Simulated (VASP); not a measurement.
# Y2CN (P-3m1) in VASP: single point with PBE

Aim: the single point of Y2CN with PBE.

Program: VASP 6.6.1. These are calculated values, not measurements. Logs are shortened: lines on timing, memory, paths and dates and some standing lists are left out, and cuts for length are marked.

### 1 Starting point

It takes space group P-3m1 (No. 164, trigonal). The conventional cell has a = 3.566 Å, b = 3.566 Å, c = 5.655 Å, α = 90.00°, β = 90.00°, γ = 120.00°. Around Y (site symmetry 3m) lie 3 N at 2.50 Å and 3 C at 2.50 Å. Around C (site symmetry -3m) lie 6 Y at 2.50 Å and 2 N at 2.83 Å. Around N (site symmetry -3m) lie 6 Y at 2.50 Å and 2 C at 2.83 Å.

The cell was built by a generator and needn't be a form met in nature.

### 2 Single point, PBE

Input file INCAR:

```
ALGO = Fast
EDIFF = 1E-6
ENCUT = 520
GGA = PE
ISIF = 2
ISMEAR = 0
LASPH = T
LCHARG = F
LREAL = F
LWAVE = F
NBANDS = 24
NELM = 100
PREC = Accurate
SIGMA = 0.1
```

Input file KPOINTS:

```
k-points
0
Gamma
  15 15 8
```

Input file POSCAR:

```
Y2CN
1.0
    3.5658407052      0.0000000000      0.0000000000
   -1.7829203526      3.0881086365      0.0000000000
    0.0000000000      0.0000000000      5.6548177809
Y C N
2 1 1
Direct
    0.3333333333      0.6666666667      0.7500531166
    0.6666666667      0.3333333333      0.2499468834
    0.0000000000      0.0000000000      0.5000000000
    0.0000000000      0.0000000000      0.0000000000
```

Potentials or basis: VASP PAW PBE potentials, release 64 (Y_sv, C, N).

The run is started by

```
> cat potpaw_PBE.64/Y_sv/POTCAR potpaw_PBE.64/C/POTCAR potpaw_PBE.64/N/POTCAR > POTCAR
> mpirun -np 1 vasp_std > vasp.out
```

OUTCAR:

```text
EDIFF = 1E-6
   ENCUT = 520
   GGA = PE
   ISIF = 2
   ISMEAR = 0
   LASPH = T
   LREAL = F
   NELM = 100
   PREC = Accurate

 ion  position               nearest neighbor table
   1  0.333  0.667  0.750-   4 2.50   4 2.50   4 2.50   3 2.50   3 2.50   3 2.50   2 3.50   2 3.50
                             2 3.50   2 3.50   2 3.50   2 3.50
   2  0.667  0.333  0.250-   4 2.50   4 2.50   4 2.50   3 2.50   3 2.50   3 2.50   1 3.50   1 3.50
                             1 3.50   1 3.50   1 3.50   1 3.50
   3  0.000  0.000  0.500-   1 2.50   2 2.50   1 2.50   2 2.50   2 2.50   1 2.50
   4  0.000  0.000  0.000-   1 2.50   2 2.50   1 2.50   2 2.50   2 2.50   1 2.50

  LATTYP: Found a hexagonal cell.
 ALAT       =     3.5658407052
 C/A-ratio  =     1.5858301726

  Lattice vectors:

 A1 = (   3.5658407052,   0.0000000000,   0.0000000000)
 A2 = (  -1.7829203526,   3.0881086365,   0.0000000000)
 A3 = (   0.0000000000,   0.0000000000,   5.6548177809)

Analysis of symmetry for initial positions (statically):
=====================================================================
 Subroutine PRICEL returns:
 Original cell was already a primitive cell.

 Routine SETGRP: Setting up the symmetry group for a
 hexagonal supercell.

 Subroutine GETGRP returns: Found 12 space group operations
 (whereof 12 operations were pure point group operations)
 out of a pool of 24 trial point group operations.

The static configuration has the point symmetry D_3d.

Analysis of symmetry for dynamics (positions and initial velocities):
=====================================================================
 Subroutine PRICEL returns:
 Original cell was already a primitive cell.

 Routine SETGRP: Setting up the symmetry group for a
 hexagonal supercell.

 Subroutine GETGRP returns: Found 12 space group operations
 (whereof 12 operations were pure point group operations)
 out of a pool of 24 trial point group operations.

The dynamic configuration has the point symmetry D_3d.

 Subroutine INISYM returns: Found 12 space group operations
 (whereof 12 operations are pure point group operations),
 and found     1 'primitive' translations

----------------------------------------------------------------------------------------

                                     Primitive cell

  volume of cell :      62.2692

  direct lattice vectors                    reciprocal lattice vectors
     3.565840705  0.000000000  0.000000000     0.280438775  0.161911402  0.000000000
    -1.782920353  3.088108636  0.000000000     0.000000000  0.323822805  0.000000000
     0.000000000  0.000000000  5.654817781     0.000000000  0.000000000  0.176840358

  length of vectors
     3.565840705  3.565840705  5.654817781     0.323822805  0.323822805  0.176840358

  position of ions in fractional coordinates (direct lattice)
     0.333333333  0.666666667  0.750053117
     0.666666667  0.333333333  0.249946883
     0.000000000  0.000000000  0.500000000
     0.000000000  0.000000000  0.000000000

  ion indices of the primitive-cell ions
   primitive index   ion index
                 1           1
                 2           2
                 3           3
                 4           4

----------------------------------------------------------------------------------------

 KPOINTS: k-points

Automatic generation of k-mesh.
 Grid dimensions read from file:
 generate k-points for:   15   15    8

 Generating k-lattice:

  Cartesian coordinates                     Fractional coordinates (reciprocal lattice)
     0.018695918  0.010794093  0.000000000     0.066666667 -0.000000000  0.000000000
     0.000000000  0.021588187  0.000000000     0.000000000  0.066666667  0.000000000
     0.000000000  0.000000000  0.022105045     0.000000000  0.000000000  0.125000000

  Length of vectors
     0.021588187  0.021588187  0.022105045

  Shift w.r.t. Gamma in fractional coordinates (k-lattice)
     0.000000000  0.000000000  0.000000000

 Subroutine IBZKPT returns following result:
 ===========================================

 Found    192 irreducible k-points:

 Following reciprocal coordinates:
            Coordinates               Weight
  0.000000  0.000000  0.000000      1.000000
  0.066667 -0.000000  0.000000      6.000000
  0.133333 -0.000000  0.000000      6.000000
  0.200000  0.000000  0.000000      6.000000
  0.266667 -0.000000  0.000000      6.000000
  0.333333  0.000000  0.000000      6.000000
[... 16 lines left out ...]
  0.333333  0.200000  0.000000     12.000000
  0.400000  0.200000  0.000000      6.000000
 [... further k-points ...]
   k-points           NKPTS =    192   k-points in BZ     NKDIM =    192   number of bands    NBANDS=     24
   number of dos      NEDOS =    301   number of ions     NIONS =      4
   total plane-waves  NPLWV =  32928
   dimension x,y,z NGX =    28 NGY =   28 NGZ =   42
   dimension x,y,z NGXF=    56 NGYF=   56 NGZF=   84
   ions per type =               2   1   1
   NGX,Y,Z   is equivalent  to a cutoff of  13.05, 13.05, 12.35 a.u.
   NGXF,Y,Z  is equivalent  to a cutoff of  26.11, 26.11, 24.70 a.u.
 SYSTEM =  unknown system
   PREC   = accura    normal or accurate (medium, high low for compatibility)
   ISTART =      0    job   : 0-new  1-cont  2-samecut
   ICHARG =      2    charge: 1-file 2-atom 10-const
   ISPIN  =      1    spin polarized calculation?
   LNONCOLLINEAR =      F non collinear calculations
   LSORBIT =      F    spin-orbit coupling
   LASPH  =      T    aspherical Exc in radial PAW
   ENCUT  =  520.0 eV  38.22 Ry    6.18 a.u.   6.63  6.63 10.51*2*pi/ulx,y,z
   NELM   =    100;   NELMIN=  2; NELMDL= -5     # of ELM steps
   EDIFF  = 0.1E-05   stopping-criterion for ELM
   LREAL  =      F    real-space projection
   EDIFFG = 0.1E-04   stopping-criterion for IOM
   NSW    =      0    number of steps for IOM
   IBRION =     -1    ionic relax: 0-MD 1-quasi-New 2-CG
   NFREE  =      0    steps in history (QN), initial steepest desc. (CG)
   ISIF   =      2    stress and relaxation
   ISYM   =      2    0-nonsym 1-usesym 2-fastsym
   POTIM  = 0.5000    time-step for ionic-motion
   TEBEG  =    0.0;   TEEND  =   0.0 temperature during run
   PSTRESS=    0.0 pullay stress
   NELECT =      31.0000    total number of electrons
   NUPDOWN=      -1.0000    fix difference up-down
   EMIN   =  10.00;   EMAX   =-10.00  energy-range for DOS
   EFERMI =   0.00;   METHOD = LEGACY
   ISMEAR =     0;   SIGMA  =   0.10  broadening in eV -4-tet -1-fermi 0-gaus
   EFERMI_NEDOS =   21; number of points for ismear=-14 and -15
   IALGO  =     68    algorithm
   IMIX   =      4    mixing-type and parameters
     AMIX     =   0.40;   BMIX     =  1.00
     AMIX_MAG =   1.60;   BMIX_MAG =  1.00
  volume/ion in A,a.u.               =      15.57       105.05
  Fermi-wavevector in a.u.,A,eV,Ry     =   1.297491  2.451902 22.905175  1.683483
  Thomas-Fermi vector in A             =   2.428880
   LORBIT       =      0    0 simple, 1 ext, 2 COOP (PROOUT), +10 PAW based schemes
   GGA     = PE    functional components
   LHFCALC =     F    Hartree Fock is set to
   AEXX    =    0.0000 exact exchange contribution
   IVDW    =     0    specifies the selected vdW correction
   LEPSILON=     F    determine dielectric tensor
   LRPA    =     F    only Hartree local field effects (RPA)
 non-spin polarized calculation
 RMM-DIIS sequential band-by-band and
 Gauss-broadening in eV      SIGMA  =   0.10
  energy-cutoff  :      520.00
  volume of cell :       62.27
 maximum number of plane-waves:      1713
 NGX is ok and might be reduce to    28
   NGX = 13   NGY = 13   NGZ = 21

 number of electron      30.9999997 magnetization

 Free energy of the ion-electron system (eV)
  ---------------------------------------------------
  ext. energy  EPLUGINS =         0.00000000
  ---------------------------------------------------
  free energy    TOTEN  =       -33.27559628 eV

  energy without entropy =      -33.26819779  energy(sigma->0) =      -33.27189704

 E-fermi :   4.1422     XC(G=0): -10.9774

 val. band max:        4.1210707066   @ k =   0.0000   0.1333   0.2500
 cond. band min:       4.1489727420   @ k =  -0.0667   0.2000   0.2500
 fundamental gap:      0.0279020355
 Fermi energy:         4.1421634334

 k-point     1 :       0.0000    0.0000    0.0000
  band No.  band energies     occupation
      1     -36.9927      2.00000
      2     -36.8915      2.00000
      3     -17.5749      2.00000
      4     -16.8285      2.00000
      5     -16.8285      2.00000
      6     -16.7430      2.00000
[... 16 lines left out ...]
     23       8.2949      0.00000
     24      11.5909      0.00000

 k-point     2 :       0.0667   -0.0000    0.0000
  band No.  band energies     occupation
      1     -36.9894      2.00000
      2     -36.8902      2.00000
      3     -17.5600      2.00000
      4     -16.8568      2.00000
      5     -16.8392      2.00000
      6     -16.7721      2.00000
[... 16 lines left out ...]
     23       8.9035      0.00000
     24      11.3818      0.00000

 k-point     3 :       0.1333   -0.0000    0.0000
  band No.  band energies     occupation
      1     -36.9799      2.00000
      2     -36.8865      2.00000
      3     -17.5167      2.00000
      4     -16.9407      2.00000
      5     -16.8670      2.00000
      6     -16.8476      2.00000
[... 16 lines left out ...]
     23       9.8301      0.00000
     24      10.8940      0.00000
[... 514 lines left out ...]
 k-point    23 :       0.3333    0.2000    0.0000
  band No.  band energies     occupation
      1     -36.8990      2.00000
      2     -36.8721      2.00000
      3     -17.4671      2.00000
      4     -17.2141      2.00000
      5     -17.0860      2.00000
      6     -17.0821      2.00000
[... 16 lines left out ...]
     23      11.4217      0.00000
     24      11.7955      0.00000

 k-point    24 :       0.4000    0.2000    0.0000
  band No.  band energies     occupation
      1     -36.8937      2.00000
      2     -36.8735      2.00000
      3     -17.4866      2.00000
      4     -17.2047      2.00000
      5     -17.1168      2.00000
      6     -17.0464      2.00000
[... 16 lines left out ...]
     23      11.4927      0.00000
     24      11.8980      0.00000

 [... further k-points ...]

------------------------ aborting loop because EDIFF is reached ----------------------------------------

  FORCE on cell =-STRESS in cart. coord.  units (eV):
  Direction    XX          YY          ZZ          XY          YZ          ZX
  --------------------------------------------------------------------------------------
  -------------------------------------------------------------------------------------
  Total       -0.0480335     -0.0480335     -0.0491310      0.0000000      0.0000000      0.0000000
  in kB       -1.2358957     -1.2358957     -1.2641331      0.0000000      0.0000000      0.0000000
  external PRESSURE =      -1.2453082 kB  Pullay stress =       0.0000000 kB

 VOLUME and BASIS-vectors are now :
 -----------------------------------------------------------------------------
  energy-cutoff  :      520.00
  volume of cell :       62.27
      direct lattice vectors                 reciprocal lattice vectors
     3.565840705  0.000000000  0.000000000     0.280438775  0.161911402  0.000000000
    -1.782920353  3.088108636  0.000000000     0.000000000  0.323822805  0.000000000
     0.000000000  0.000000000  5.654817781     0.000000000  0.000000000  0.176840358

 POSITION                                       TOTAL-FORCE (eV/Angst)
 -----------------------------------------------------------------------------------
     -0.00000      2.05874      4.24141         0.000000      0.000000     -0.004955
      1.78292      1.02937      1.41340        -0.000000      0.000000      0.004955
      0.00000      0.00000      2.82741         0.000000      0.000000      0.000000
      0.00000      0.00000      0.00000         0.000000      0.000000      0.000000
 -----------------------------------------------------------------------------------
    total drift:                                0.000000     -0.000000     -0.000000

  FREE ENERGIE OF THE ION-ELECTRON SYSTEM (eV)
  ---------------------------------------------------
  free  energy   TOTEN  =       -33.2755962812 eV

  energy  without entropy=      -33.2681977949  energy(sigma->0) =      -33.27189704
```

It took 3.2 min on 1 thread of Intel Xeon 6975P-C (Granite Rapids), shared host; peak memory 0.42 GiB.

What came out:

* Free energy: -33.2756 eV
* Pressure: -0.1 GPa
* Largest force: 0.005 eV/Å
* Band gap on the k mesh: none (metal or under the smearing width)

Forces in eV/Å, atoms in the order of the input:
```
Y    0.000  0.000 -0.005
Y    0.000  0.000  0.005
C    0.000  0.000  0.000
N    0.000  0.000  0.000
```

Levels at points of the mesh, in eV from the Fermi level:
```tsv
k point	band 12	band 13	band 14	band 15	band 16	band 17	band 18	band 19
(0.00, 0.00, 0.00)	-2.05	-2.05	-0.18	-0.18	1.39	2.56	3.18	3.18
(0.00, 0.00, 0.50)	-2.05	-2.05	-1.75	-0.64	-0.64	3.82	3.99	5.00
```
